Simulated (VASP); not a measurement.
Method: r2SCAN+rVV10, VASP's PBE PAW potentials (set 64) (plane waves; VASP).

VASP ran on this input.

INCAR:
```
SYSTEM = AlN
PREC = Accurate
ENCUT = 520
EDIFF = 1E-7
NELM = 100
ALGO = Normal
LREAL = .FALSE.
LASPH = .TRUE.
ISMEAR = -5
METAGGA = R2SCAN
LUSE_VDW = .TRUE.
BPARAM = 11.95
CPARAM = 0.0093
LMIXTAU = .TRUE.
LWAVE = .FALSE.
LCHARG = .FALSE.
LORBIT = 11
NEDOS = 601
ISIF = 2
LEFG = .TRUE.
```

KPOINTS:
```
Automatic
0
G
9 9 5
```

File POSCAR:
```
AlN
1
    1.5512237161    -2.6867982843    -0.0000000000
    1.5512237161     2.6867982843     0.0000000000
    0.0000000000    -0.0000000000     4.9687753789
Al N
2 2
Direct
  0.6666670000   0.3333330000   0.5000715417
  0.3333330000   0.6666670000   0.0000715417
  0.6666670000   0.3333330000   0.8819284583
  0.3333330000   0.6666670000   0.3819284583
```

KPOINTS_OPT:
```
k-points along high-symmetry lines
6
Line-mode
Reciprocal
  0.000000   0.000000   0.000000 ! GAMMA
  0.000000   0.500000   0.000000 ! M

  0.000000   0.500000   0.000000 ! M
 -0.333333   0.666667   0.000000 ! K

 -0.333333   0.666667   0.000000 ! K
  0.000000   0.000000   0.000000 ! GAMMA

  0.000000   0.000000   0.000000 ! GAMMA
  0.000000   0.000000   0.500000 ! A

  0.000000   0.000000   0.500000 ! A
  0.000000   0.500000   0.500000 ! L

  0.000000   0.500000   0.500000 ! L
 -0.333333   0.666667   0.500000 ! H

 -0.333333   0.666667   0.500000 ! H
  0.000000   0.000000   0.500000 ! A

  0.000000   0.500000   0.500000 ! L
  0.000000   0.500000   0.000000 ! M

 -0.333333   0.666667   0.500000 ! H
 -0.333333   0.666667   0.000000 ! K
```

POTCAR, in this order: Al N (PBE.64 set). Program: vasp_std.

What VASP printed:

OUTCAR:
```
 ion  position               nearest neighbor table
   1  0.667  0.333  0.500-   4 1.88   4 1.88   4 1.88   3 1.90   2 3.06   2 3.06   2 3.06   2 3.06
                             2 3.06   2 3.06
   2  0.333  0.667  0.000-   3 1.88   3 1.88   3 1.88   4 1.90   1 3.06   1 3.06   1 3.06   1 3.06
                             1 3.06   1 3.06
   3  0.667  0.333  0.882-   2 1.88   2 1.88   2 1.88   1 1.90
   4  0.333  0.667  0.382-   1 1.88   1 1.88   1 1.88   2 1.90
  LATTYP: Found a hexagonal cell.
 ALAT       =     3.1024474271
 C/A-ratio  =     1.6015663426
 Subroutine PRICEL returns:
 Original cell was already a primitive cell.
 Subroutine GETGRP returns: Found 12 space group operations
The static configuration has the point symmetry C_3v.
 The point group associated with its full space group is C_6v.
The dynamic configuration has the point symmetry C_3v.
 Subroutine INISYM returns: Found 12 space group operations
 Subroutine IBZKPT returns following result:
 Found     36 irreducible k-points:

 Following reciprocal coordinates:
            Coordinates               Weight
  0.000000  0.000000  0.000000      1.000000
  0.111111  0.000000  0.000000      6.000000
  0.222222  0.000000  0.000000      6.000000
  0.333333  0.000000  0.000000      6.000000
  0.444444  0.000000  0.000000      6.000000
  0.111111  0.111111  0.000000      6.000000
  0.222222  0.111111  0.000000     12.000000
  0.333333  0.111111  0.000000     12.000000
  0.444444  0.111111  0.000000      6.000000
  0.222222  0.222222  0.000000      6.000000
  0.333333  0.222222  0.000000     12.000000
  0.333333  0.333333  0.000000      2.000000
  0.000000  0.000000  0.200000      2.000000
  0.111111  0.000000  0.200000     12.000000
  0.222222  0.000000  0.200000     12.000000
  0.333333  0.000000  0.200000     12.000000
  0.444444  0.000000  0.200000     12.000000
  0.111111  0.111111  0.200000     12.000000
  0.222222  0.111111  0.200000     24.000000
  0.333333  0.111111  0.200000     24.000000
  0.444444  0.111111  0.200000     12.000000
  0.222222  0.222222  0.200000     12.000000
  0.333333  0.222222  0.200000     24.000000
  0.333333  0.333333  0.200000      4.000000
  0.000000  0.000000  0.400000      2.000000
  0.111111  0.000000  0.400000     12.000000
  0.222222  0.000000  0.400000     12.000000
  0.333333  0.000000  0.400000     12.000000
  0.444444  0.000000  0.400000     12.000000
  0.111111  0.111111  0.400000     12.000000
  0.222222  0.111111  0.400000     24.000000
  0.333333  0.111111  0.400000     24.000000
  0.444444  0.111111  0.400000     12.000000
  0.222222  0.222222  0.400000     12.000000
  0.333333  0.222222  0.400000     24.000000
  0.333333  0.333333  0.400000      4.000000
   k-points           NKPTS =     36   k-points in BZ     NKDIM =     36   number of bands    NBANDS=     12
   number of dos      NEDOS =    601   number of ions     NIONS =      4
   total plane-waves  NPLWV =  23040
   dimension x,y,z NGX =    24 NGY =   24 NGZ =   40
   dimension x,y,z NGXF=    48 NGYF=   48 NGZF=   80
   ions per type =               2   2
   PREC   = accura    normal or accurate (medium, high low for compatibility)
   ISTART =      0    job   : 0-new  1-cont  2-samecut
   ICHARG =      2    charge: 1-file 2-atom 10-const
   ISPIN  =      1    spin polarized calculation?
   LNONCOLLINEAR =      F non collinear calculations
   LSORBIT =      F    spin-orbit coupling
   INIWAV =      1    electr: 0-lowe 1-rand  2-diag
   ENCUT  =  520.0 eV  38.22 Ry    6.18 a.u.   5.77  5.77  9.24*2*pi/ulx,y,z
   NELM   =    100;   NELMIN=  2; NELMDL= -5     # of ELM steps
   EDIFF  = 0.1E-06   stopping-criterion for ELM
   LREAL  =      F    real-space projection
...
```

**OSZICAR**
```
       N       E                     dE             d eps       ncg     rms          rms(c)
DAV:   1     0.438125013422E+02    0.43813E+02   -0.78050E+03   864   0.123E+03
DAV:   2    -0.425386887038E+02   -0.86351E+02   -0.80428E+02  1232   0.233E+02
DAV:   3    -0.466792892673E+02   -0.41406E+01   -0.41223E+01  1128   0.558E+01
DAV:   4    -0.467139248048E+02   -0.34636E-01   -0.34625E-01  1000   0.600E+00
DAV:   5    -0.467144292960E+02   -0.50449E-03   -0.50448E-03  1116   0.739E-01    0.125E+01
DAV:   6    -0.386549082393E+02    0.80595E+01   -0.14262E+01  1028   0.288E+01    0.569E+00
DAV:   7    -0.375215552069E+02    0.11334E+01   -0.63269E-01   916   0.827E+00    0.311E+00
DAV:   8    -0.397064740337E+02   -0.21849E+01   -0.15093E+00  1084   0.106E+01    0.230E+00
DAV:   9    -0.378689159495E+02    0.18376E+01   -0.97443E-01   864   0.965E+00    0.440E-01
DAV:  10    -0.377866166832E+02    0.82299E-01   -0.58814E-02   932   0.301E+00    0.455E-01
DAV:  11    -0.378545181477E+02   -0.67901E-01   -0.76840E-03   904   0.123E+00    0.373E-01
DAV:  12    -0.379884707857E+02   -0.13395E+00   -0.38969E-02   864   0.249E+00    0.226E-01
DAV:  13    -0.380815972700E+02   -0.93126E-01   -0.27520E-02   912   0.182E+00    0.196E-01
DAV:  14    -0.380815633198E+02    0.33950E-04   -0.96096E-04  1056   0.397E-01    0.151E-01
DAV:  15    -0.380828492611E+02   -0.12859E-02   -0.11485E-03   880   0.473E-01    0.438E-02
DAV:  16    -0.380832304497E+02   -0.38119E-03   -0.15678E-04   916   0.178E-01    0.282E-02
DAV:  17    -0.380832101755E+02    0.20274E-04   -0.29794E-05   984   0.794E-02    0.347E-02
DAV:  18    -0.380832853811E+02   -0.75206E-04   -0.27322E-05   864   0.615E-02    0.272E-02
DAV:  19    -0.380832621883E+02    0.23193E-04   -0.82288E-06   952   0.362E-02    0.103E-02
DAV:  20    -0.380832740441E+02   -0.11856E-04   -0.14727E-06   956   0.158E-02    0.371E-03
DAV:  21    -0.380832706853E+02    0.33587E-05   -0.14005E-07   676   0.379E-03    0.138E-03
DAV:  22    -0.380832727134E+02   -0.20281E-05   -0.10233E-07   576   0.327E-03    0.223E-03
DAV:  23    -0.380832707322E+02    0.19812E-05   -0.14865E-08   432   0.190E-03    0.168E-03
DAV:  24    -0.380832701132E+02    0.61896E-06   -0.10041E-08   432   0.109E-03    0.539E-04
DAV:  25    -0.380832700261E+02    0.87143E-07   -0.33564E-09   432   0.628E-04
   1 F= -.38083270E+02 E0= -.38083270E+02  d E =0.000000E+00
       N       E                     dE             ncg
       N       E                     dE             ncg
```

File OUTCAR:
```
------------------------ aborting loop because EDIFF is reached ----------------------------------------
  FORCE on cell =-STRESS in cart. coord.  units (eV):
  Direction    XX          YY          ZZ          XY          YZ          ZX
  --------------------------------------------------------------------------------------
  Total       -0.0237148     -0.0237148     -0.0144631      0.0000000      0.0000000      0.0000000
  in kB       -0.9173639     -0.9173639     -0.5594763      0.0000000      0.0000000      0.0000000
  external PRESSURE =      -0.7980680 kB  Pullay stress =       0.0000000 kB
  volume of cell :       41.42
      direct lattice vectors                 reciprocal lattice vectors
     1.551223716 -2.686798284  0.000000000     0.322326171 -0.186095102  0.000000000
     1.551223716  2.686798284  0.000000000     0.322326171  0.186095102  0.000000000
     0.000000000  0.000000000  4.968775379     0.000000000  0.000000000  0.201256834
  FREE ENERGIE OF THE ION-ELECTRON SYSTEM (eV)
  ---------------------------------------------------
  free  energy   TOTEN  =       -38.0832700261 eV

  energy  without entropy=      -38.0832700261  energy(sigma->0) =      -38.08327003

 total charge

# of ion       s       p       d       tot
------------------------------------------
    1        0.369   0.453   0.000   0.821
    2        0.369   0.453   0.000   0.821
    3        1.230   2.673   0.000   3.904
    4        1.230   2.673   0.000   3.904
--------------------------------------------------
tot          3.198   6.252   0.000   9.450

 Electric field gradients after diagonalization (V/A^2)
 (convention: |V_zz| > |V_xx| > |V_yy|)
----------------------------------------------------------------------
 ion       V_xx      V_yy      V_zz     asymmetry (V_yy - V_xx)/ V_zz
----------------------------------------------------------------------
   1      -2.602    -2.602     5.203       0.000
   2      -2.602    -2.602     5.203       0.000
   3      -0.061    -0.061     0.123       0.000
   4      -0.061    -0.061     0.123       0.001
```
(Selected blocks of OUTCAR.)

The compound is AlN in the wurtzite structure. It was relaxed first.
